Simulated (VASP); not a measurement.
# A VASP study of Iridium (PBEsol): structure first, properties next

What structure does Iridium take at this level, and what are its properties? The steps: full relaxation (PBEsol), single point with fields (PBEsol), bands along the symmetry lines (PBEsol), total and projected DOS (PBEsol), volume scan with PBEsol, fit for PBEsol and bands along the symmetry lines (PBEsol + SOC). Left out of this account: 1 further run (phonons: it ended without a result to show). The start is a cell from a database of measured crystal structures.

Method: PBEsol; plane waves and PAW (Ir), in the first sound run; inputs show where later runs differ, in VASP 6.6.1.

### 1. The starting structure

Before any relaxation, the start is as follows. Symmetry: Fm-3m, No. 225, cubic system. Conventional cell: a = 3.839 Å, b = 3.839 Å, c = 3.839 Å, α = 90.00°, β = 90.00°, γ = 90.00°. Nearest to Ir lie 12 Ir at 2.71 Å.

Coordinates:

```xyz
1
Lattice="0.0000 1.9197 1.9197 1.9197 0.0000 1.9197 1.9197 1.9197 0.0000" Properties=species:S:1:pos:R:3 pbc="T T T"
Ir    0.0000    0.0000    0.0000
```

### 2. Full relaxation (PBEsol)

The start need not lie at this functional's minimum. ISIF = 3 frees volume, shape and positions, and EDIFFG sets the threshold on forces and stress at which the search stops. PBEsol restores the gradient expansion of exchange and is tuned for the cells of solids.

INCAR reads:

```
SYSTEM = Ir
PREC = Accurate
ENCUT = 400
EDIFF = 1E-06
NELM = 100
ISMEAR = 1
SIGMA = 0.2
LREAL = .FALSE.
ALGO = Normal
GGA = PS
NBANDS = 10
LASPH = .TRUE.
LORBIT = 11
LWAVE = .FALSE.
LCHARG = .FALSE.
KPAR = 2
IBRION = 2
NSW = 60
ISIF = 3
EDIFFG = -0.01
```

POSCAR reads:

```
Ir
1.0
    0.0000000000      1.9197000000      1.9197000000
    1.9197000000      0.0000000000      1.9197000000
    1.9197000000      1.9197000000      0.0000000000
Ir
1
Direct
    0.0000000000      0.0000000000      0.0000000000
```

KPOINTS reads:

```
Automatic mesh
0
Gamma
10 10 10
0 0 0
```

PAW data sets: Ir (PBE family, release 64).

On the command line:

```
mpirun -np 2 vasp_std
```

The log of the run:

```text
[banner, memory and clock lines left out]
running    2 mpi-ranks, on    1 nodes
 distrk:  each k-point on    1 cores,    2 groups
 distr:  one band on    1 cores,    1 groups

 POSCAR found type information on POSCAR Ir
 POSCAR found :  1 types and       1 ions
|                                                                             |
|               ----> ADVICE to this user running VASP <----                  |
|                                                                             |
|     You enforced a specific xc type in the INCAR file but a different       |
|     [... a line on the potential file left out ...]
|     I HOPE YOU KNOW WHAT YOU ARE DOING!                                     |
|                                                                             |

 LDA part: xc-table for (Slater+PW92), standard interpolation
 POSCAR, INCAR and KPOINTS ok, starting setup
 FFT: planning ... GRIDC
 FFT: planning ... GRID_SOFT
 FFT: planning ... GRID
 WAVECAR not read
 entering main loop
       N       E                     dE             d eps       ncg     rms          rms(c)
DAV:   1     0.354715359738E+02    0.35472E+02   -0.38103E+03   988   0.659E+02
DAV:   2    -0.976638088720E+01   -0.45238E+02   -0.41640E+02   982   0.174E+02
DAV:   3    -0.104492438307E+02   -0.68286E+00   -0.68074E+00  1116   0.250E+01
DAV:   4    -0.104549817131E+02   -0.57379E-02   -0.57374E-02  1066   0.221E+00
DAV:   5    -0.104550918703E+02   -0.11016E-03   -0.11016E-03  1076   0.285E-01    0.157E+01
DAV:   6    -0.992707340792E+01    0.52802E+00   -0.92873E-01  1040   0.115E+01    0.619E+00
DAV:   7    -0.983068195833E+01    0.96391E-01   -0.28756E-01  1102   0.585E+00    0.143E+00
DAV:   8    -0.982833566353E+01    0.23463E-02   -0.22429E-03  1008   0.453E-01    0.114E+00
DAV:   9    -0.982361474313E+01    0.47209E-02   -0.23905E-03  1016   0.688E-01    0.300E-02
DAV:  10    -0.982360505316E+01    0.96900E-05   -0.14281E-05  1334   0.380E-02    0.218E-02
DAV:  11    -0.982360669813E+01   -0.16450E-05   -0.11572E-06   822   0.663E-03    0.141E-03
DAV:  12    -0.982360669480E+01    0.33276E-08   -0.29575E-08   502   0.177E-03
   1 F= -.98236067E+01 E0= -.98233073E+01  d E =-.982361E+01
 curvature:   0.00 expect dE= 0.000E+00 dE for cont linesearch  0.000E+00
 trial: gam= 0.00000 g(F)=  0.103E-63 g(S)=  0.330E-02 ort = 0.000E+00 (trialstep = 0.100E+01)
 search vector abs. value=  0.330E-02
 bond charge predicted
       N       E                     dE             d eps       ncg     rms          rms(c)
DAV:   1    -0.984151214681E+01   -0.17905E-01   -0.78463E-01  1012   0.125E+01    0.162E+00
DAV:   2    -0.982110526255E+01    0.20407E-01   -0.43259E-02  1026   0.254E+00    0.509E-01
DAV:   3    -0.981859721101E+01    0.25081E-02   -0.96251E-03  1092   0.108E+00    0.125E-01
DAV:   4    -0.981860151814E+01   -0.43071E-05   -0.19197E-04  1120   0.122E-01    0.214E-02
DAV:   5    -0.981860905533E+01   -0.75372E-05   -0.87067E-06  1234   0.165E-02    0.360E-03
DAV:   6    -0.981861045118E+01   -0.13958E-05   -0.62566E-07   640   0.474E-03    0.315E-04
DAV:   7    -0.981861044239E+01    0.87870E-08   -0.25883E-08   482   0.146E-03
   2 F= -.98186104E+01 E0= -.98183169E+01  d E =0.499625E-02
 trial-energy change:    0.004996  1 .order    0.005093   -0.003298    0.013483
 step:   0.2021(harm=  0.1965)  dis= 0.00000  next Energy=    -9.823941 (dE=-0.334E-03)
 bond charge predicted
       N       E                     dE             d eps       ncg     rms          rms(c)
DAV:   1    -0.983858712488E+01   -0.19977E-01   -0.49862E-01  1010   0.996E+00    0.117E+00
DAV:   2    -0.982548261207E+01    0.13105E-01   -0.29755E-02  1026   0.209E+00    0.442E-01
DAV:   3    -0.982394928484E+01    0.15333E-02   -0.59939E-03  1112   0.838E-01    0.128E-01
DAV:   4    -0.982394263765E+01    0.66472E-05   -0.13682E-04  1090   0.107E-01    0.156E-02
DAV:   5    -0.982394514528E+01   -0.25076E-05   -0.44738E-06  1248   0.118E-02    0.364E-03
DAV:   6    -0.982394541485E+01   -0.26956E-06   -0.69795E-08   488   0.224E-03
   3 F= -.98239454E+01 E0= -.98236474E+01  d E =-.338720E-03
 curvature:  -0.10 expect dE=-0.105E-08 dE for cont linesearch -0.105E-08
 trial: gam=-0.00180 g(F)=  0.147E-64 g(S)=  0.107E-07 ort = 0.594E-05 (trialstep = 0.840E+00)
 search vector abs. value=  0.100E-09
 reached required accuracy - stopping structural energy minimisation
```

Elapsed: 3.8 s, on 2 MPI ranks of Intel Xeon 6975P-C (Granite Rapids), shared host; peak memory 0.23 GiB; 6.8 s of CPU time.

Lines that name or quote the potential files are left out of all logs, and their timing lines are given in words.

From OUTCAR (step 2):

```text
ion  position               nearest neighbor table
   1  0.000  0.000  0.000-

  LATTYP: Found a face centered cubic cell.
 ALAT       =     3.8394000000

 Subroutine GETGRP returns: Found 48 space group operations
 (whereof 48 operations were pure point group operations)

The static configuration has the point symmetry O_h .

 Found     47 irreducible k-points:

   k-points           NKPTS =     47   k-points in BZ     NKDIM =     47   number of bands    NBANDS=     10

   dimension x,y,z NGX =    18 NGY =   18 NGZ =   18
   dimension x,y,z NGXF=    36 NGYF=   36 NGZF=   36

   ENCUT  =  400.0 eV  29.40 Ry    5.42 a.u.   4.43  4.43  4.43*2*pi/ulx,y,z

   NELECT =       9.0000    total number of electrons

 k-points in reciprocal lattice and weights: Automatic mesh
   0.00000000  0.00000000  0.00000000       0.001
   0.10000000  0.00000000  0.00000000       0.008
   0.20000000  0.00000000  0.00000000       0.008
   0.30000000  0.00000000  0.00000000       0.008
   0.40000000  0.00000000  0.00000000       0.008
   0.50000000  0.00000000  0.00000000       0.004
   0.10000000  0.10000000  0.00000000       0.006
   0.20000000  0.10000000  0.00000000       0.024
   0.30000000  0.10000000  0.00000000       0.024
[...]
-0.30000000  0.40000000  0.20000000       0.024
  -0.30000000  0.50000000  0.20000000       0.012

 average (electrostatic) potential at core
       1 -48.5351

 E-fermi :  10.4047

 k-point     1 :       0.0000    0.0000    0.0000
  band No.  band energies     occupation
    ...
      2       6.3893      2.00000
      3       6.3893      2.00000
      4       6.3893      2.00000
      5       9.1301      2.00000
      6       9.1301      2.00000
      7      24.6256      0.00000
      8      30.2336      0.00000
      9      30.2336      0.00000
     10      30.2336      0.00000

 k-point     2 :       0.1000    0.0000    0.0000
  band No.  band energies     occupation
    ...
      2       6.1662      2.00000
      3       6.5721      2.00000
      4       6.5721      2.00000
      5       9.0207      2.00000
      6       9.0207      2.00000
      7      25.3696      0.00000
      8      28.3250      0.00000
      9      30.9603      0.00000
     10      30.9603      0.00000

 k-point     3 :       0.2000    0.0000    0.0000
  band No.  band energies     occupation
    ...
      2       5.8192      2.00000
      3       6.8533      2.00000
      4       6.8533      2.00000
      5       9.0336      2.00000
      6       9.0336      2.00000
      7      25.4661      0.00000
      8      26.9470      0.00000
      9      32.9150      0.00000
     10      32.9150      0.00000

  Total       -0.0002717     -0.0002717     -0.0002717      0.0000000     -0.0000000      0.0000000
  in kB       -0.0309030     -0.0309030     -0.0309030      0.0000000     -0.0000000      0.0000000
  external PRESSURE =      -0.0309030 kB  Pullay stress =       0.0000000 kB

  energy-cutoff  :      400.00
  volume of cell :       14.09
      direct lattice vectors                 reciprocal lattice vectors
     0.000000000  1.916874981  1.916874981    -0.260841215  0.260841215  0.260841215
     1.916874981  0.000000000  1.916874981     0.260841215 -0.260841215  0.260841215
     1.916874981  1.916874981 -0.000000000     0.260841215  0.260841215 -0.260841215

 POSITION                                       TOTAL-FORCE (eV/Angst)
 -----------------------------------------------------------------------------------
      0.00000      0.00000     -0.00000         0.000000      0.000000     -0.000000
 -----------------------------------------------------------------------------------
    total drift:                                0.000000      0.000000     -0.000000

  FREE ENERGIE OF THE ION-ELECTRON SYSTEM (eV)
  ---------------------------------------------------
  free  energy   TOTEN  =        -9.8239454148 eV

  energy  without entropy=       -9.8230514867  energy(sigma->0) =       -9.82364744

 reached required accuracy - stopping structural energy minimisation

 total charge
# of ion       s       p       d       tot
------------------------------------------
    1        0.674   0.747   6.979   8.399

[... 3 further parts left out ...]
```

CONTCAR:

```
Ir
   1.00000000000000
     0.0000000000000000    1.9168749813028125    1.9168749813028125
     1.9168749813028125    0.0000000000000000    1.9168749813028125
     1.9168749813028125    1.9168749813028125   -0.0000000000000000
  Ir
     1
Direct
     0.0000000000000000    0.0000000000000000    0.0000000000000000
```

This run has no spin polarisation. Its electron count is odd, so without a moment it is a metal by construction. The k-mesh is coarse for a metal. The PAW data sets were made with PBE, which is usual practice but a small mismatch for other functionals. The run keeps the 48 symmetry operations of its start, so it cannot find a distortion of lower symmetry.

Step by step:

```
step  energy less that of the first step (eV)  largest force (eV/Å)  pressure (GPa)  volume (Å³)
   1                                   0.0000                0.0000           -1.71        14.15
   2                                   0.0050                0.0000            7.14        13.84
   3                                  -0.0003                0.0000            0.00        14.09
```

```
conventional cell, symmetrised  before  after  change
                         a (Å)   3.839  3.834  -0.1 %
                         b (Å)   3.839  3.834  -0.1 %
                         c (Å)   3.839  3.834  -0.1 %
              volume (Å³/atom)   14.15  14.09  -0.4 %
```

Final coordinates:

```xyz
1
Lattice="0.0000 1.9169 1.9169 1.9169 0.0000 1.9169 1.9169 1.9169 0.0000" Properties=species:S:1:pos:R:3 pbc="T T T"
Ir    0.0000    0.0000    0.0000
```

Numbers from this step:

```yaml
electrons: 9
bands: 10
irreducible_k_points: 47
symmetry_operations: 48
free_energy_toten: -9.824 eV
energy_at_zero_smearing: -9.824 eV
fermi_energy: 10.40 eV
pressure: -0.003090 GPa
metallic: yes
scf_cycles_over_all_ionic_steps: 25
```

It ends with forces that vanish by symmetry and a pressure of 0.00 GPa. The volume lies -0.4 % from that of the database's start, which holds the thermal and zero-point expansion of its experiment.

### 3. Single point with fields (PBEsol)

The relaxed cell gets a fresh self-consistent run, on a basis set for its own volume, to fix the density and to check the remaining stress.

INCAR: that of step 2 with these lines changed.

```diff
@@ -14,7 +14,5 @@
 LWAVE = .FALSE.
-LCHARG = .FALSE.
-KPAR = 2
-IBRION = 2
-NSW = 60
-ISIF = 3
-EDIFFG = -0.01
+LCHARG = .TRUE.
+ISIF = 2
+LELF = .TRUE.
+LVHAR = .TRUE.
```

POSCAR reads:

```
Ir
1.0
    0.0000000000      1.9168749813      1.9168749813
    1.9168749813      0.0000000000      1.9168749813
    1.9168749813      1.9168749813      0.0000000000
Ir
1
Direct
    0.0000000000      0.0000000000      0.0000000000
```

KPOINTS is that of step 2.

On the command line:

```
mpirun -np 2 vasp_std
```

The log of the run:

```text
[banner, memory and clock lines left out]
running    2 mpi-ranks, on    1 nodes
 distrk:  each k-point on    2 cores,    1 groups
 distr:  one band on    1 cores,    2 groups

 POSCAR found type information on POSCAR Ir
 POSCAR found :  1 types and       1 ions
 [... a notice as in an earlier step ...]

 LDA part: xc-table for (Slater+PW92), standard interpolation
 POSCAR, INCAR and KPOINTS ok, starting setup
 FFT: planning ... GRIDC
 FFT: planning ... GRID_SOFT
 FFT: planning ... GRID
 WAVECAR not read
 entering main loop
       N       E                     dE             d eps       ncg     rms          rms(c)
DAV:   1     0.390258784572E+02    0.39026E+02   -0.37390E+03   996   0.659E+02
DAV:   2    -0.970996083743E+01   -0.48736E+02   -0.46163E+02   992   0.181E+02
DAV:   3    -0.104463509212E+02   -0.73639E+00   -0.73550E+00  1098   0.263E+01
DAV:   4    -0.104527378481E+02   -0.63869E-02   -0.63864E-02  1068   0.230E+00
DAV:   5    -0.104528527311E+02   -0.11488E-03   -0.11488E-03  1072   0.288E-01    0.159E+01
DAV:   6    -0.992813897255E+01    0.52471E+00   -0.91464E-01  1038   0.114E+01    0.629E+00
DAV:   7    -0.983106451569E+01    0.97074E-01   -0.28747E-01  1100   0.586E+00    0.143E+00
DAV:   8    -0.982869313002E+01    0.23714E-02   -0.20882E-03  1006   0.451E-01    0.114E+00
DAV:   9    -0.982395201059E+01    0.47411E-02   -0.23764E-03  1024   0.685E-01    0.299E-02
DAV:  10    -0.982394160876E+01    0.10402E-04   -0.15485E-05  1328   0.417E-02    0.217E-02
DAV:  11    -0.982394325599E+01   -0.16472E-05   -0.11488E-06   876   0.666E-03    0.167E-03
DAV:  12    -0.982394325850E+01   -0.25127E-08   -0.25877E-08   502   0.161E-03
   1 F= -.98239433E+01 E0= -.98236453E+01  d E =-.893892E-03
```

It took 2.2 s on 2 MPI ranks; peak memory 0.19 GiB.

OUTCAR, selected parts (step 3):

```text
  LATTYP: Found a face centered cubic cell.
 ALAT       =     3.8337499626

The static configuration has the point symmetry O_h .

 Found     47 irreducible k-points:

   ENCUT  =  400.0 eV  29.40 Ry    5.42 a.u.   4.42  4.42  4.42*2*pi/ulx,y,z

   NELECT =       9.0000    total number of electrons

 E-fermi :  10.4046

 k-point     1 :       0.0000    0.0000    0.0000
  band No.  band energies     occupation
    ...
      2       6.3893      2.00000
      3       6.3893      2.00000
      4       6.3893      2.00000
      5       9.1301      2.00000
      6       9.1301      2.00000
      7      24.6257      0.00000
      8      30.2336      0.00000
      9      30.2336      0.00000
     10      30.2336      0.00000

 k-point     2 :       0.1000    0.0000    0.0000
  band No.  band energies     occupation
    ...
      2       6.1662      2.00000
      3       6.5720      2.00000
      4       6.5720      2.00000
      5       9.0207      2.00000
      6       9.0207      2.00000
      7      25.3696      0.00000
      8      28.3250      0.00000
      9      30.9603      0.00000
     10      30.9603      0.00000

  Total       -0.0001392     -0.0001392     -0.0001392      0.0000000      0.0000000     -0.0000000
  in kB       -0.0158269     -0.0158269     -0.0158269      0.0000000      0.0000000     -0.0000000
  external PRESSURE =      -0.0158269 kB  Pullay stress =       0.0000000 kB

  energy-cutoff  :      400.00
  volume of cell :       14.09
      direct lattice vectors                 reciprocal lattice vectors
     0.000000000  1.916874981  1.916874981    -0.260841215  0.260841215  0.260841215
     1.916874981  0.000000000  1.916874981     0.260841215 -0.260841215  0.260841215
     1.916874981  1.916874981  0.000000000     0.260841215  0.260841215 -0.260841215

 POSITION                                       TOTAL-FORCE (eV/Angst)
 -----------------------------------------------------------------------------------
      0.00000      0.00000      0.00000         0.000000      0.000000      0.000000
 -----------------------------------------------------------------------------------
    total drift:                                0.000000      0.000000      0.000000

  FREE ENERGIE OF THE ION-ELECTRON SYSTEM (eV)
  ---------------------------------------------------
  free  energy   TOTEN  =        -9.8239432585 eV

  energy  without entropy=       -9.8230493665  energy(sigma->0) =       -9.82364529

[... 7 parts as in an earlier step ...]

[... 4 further parts left out ...]
```

This step gave:

* SCF cycles: 12
* pressure: -0.001583 GPa

Valence electrons inside each PAW sphere by angular momentum. Sphere charges, by row:

```
atom  s (e)  p (e)  d (e)  tot (e)
 Ir1  0.674  0.747  6.979    8.399
```

ELF in the ac plane of the conventional cell at fractional y = 0.000, with atoms of Ir within 0.2 Å of it. It is the smooth field of the valence electrons, not physical close to the nuclei.

Ten even steps from '_' (0.01) to '@' (0.39), each cell a mean:
```
____--%%##++====++**%%**..__
..::++%%%%**++++**##%%##==..
****%%@@@@%%######%%@@@@##**
%%%%@@@@@@%%%%%%%%@@@@@@%%%%
****##@@%%++----==**@@%%##**
==++**%%**::______==%%##**++
--==**%%**..__--__--%%##++==
==++**%%**..______--%%##++==
++**##%%##==....::++%%%%**++
####%%@@@@##******%%@@@@%%##
%%%%@@@@@@%%%%%%%%@@@@@@%%%%
--==**@@%%##******##@@%%++--
____==%%##**++==++**%%**::__
--__--%%##++==--==**%%**..__
```
Columns run along a (3.8 Å), rows up along c (3.8 Å), edges of the conventional cell, whose origin can differ from the input's. Atoms in or near the plane, at fractional coordinates: Ir at (0.00, 0.00), Ir at (0.50, 0.50).

Electrostatic potential energy in the ac plane of the conventional cell at fractional y = 0.000, with atoms of Ir within 0.2 Å of it. With pseudopotentials it is smooth inside the atoms' cores, unlike the true potential.

Ten even steps from '0' (-56 eV) to '9' (2 eV), each cell a mean:
```
01368999998520
23579999998642
45789988899865
88898766788988
99987533458999
99985310147899
99984200036899
99985200136899
99986422357999
88998654578998
67889888889876
34589999998753
01478999998531
00368999998420
```
Columns run along a (3.8 Å; values clipped at the 3rd and 97th percentile), rows up along c (3.8 Å), edges of the conventional cell, whose origin can differ from the input's. Atoms in or near the plane, at fractional coordinates: Ir at (0.00, 0.00), Ir at (0.50, 0.50).

Valence density in the ac plane of the conventional cell at fractional y = 0.000, with atoms of Ir within 0.2 Å of it. It is the smooth field of the valence electrons, not physical close to the nuclei.

Ten even steps from '_' (0.2 e/Å³) to '@' (2.6 e/Å³), each cell a mean:
```
@@##++::..__________..==**%%
**++--::____________..::==**
==--::..____....____....::==
..........::::--::..........
______..::--++++==--..______
______..--++##%%**==::______
______..==**@@@@%%++--..____
______..==**%%@@##++::..____
______..::==****++--::______
..____....::====--::..____..
--::....................::::
++==--..____________..::--++
%%**==::____________..--++##
@@%%++--..__________..==**@@
```
Columns run along a (3.8 Å), rows up along c (3.8 Å), edges of the conventional cell, whose origin can differ from the input's. Atoms in or near the plane, at fractional coordinates: Ir at (0.00, 0.00), Ir at (0.50, 0.50).

In this run the pressure is 0.00 GPa, small enough to go on.

[end of part 1 of 4]

[Lines on the potential files, build, host, timing and source positions are cut from VASP's logs without a mark.]

[Logs are printed without paths, hosts, clocks, repeated set-up lines and the standing remarks that a program may print on its own settings, such as how far it seeks lower states.]

[Hosts, paths, dates, database ids (printed as entryN), source tags and the programs' standing remarks are cut or masked in the printed files.]

[A measured line is paired with the nearest computed mode of its activity, which favours agreement.]
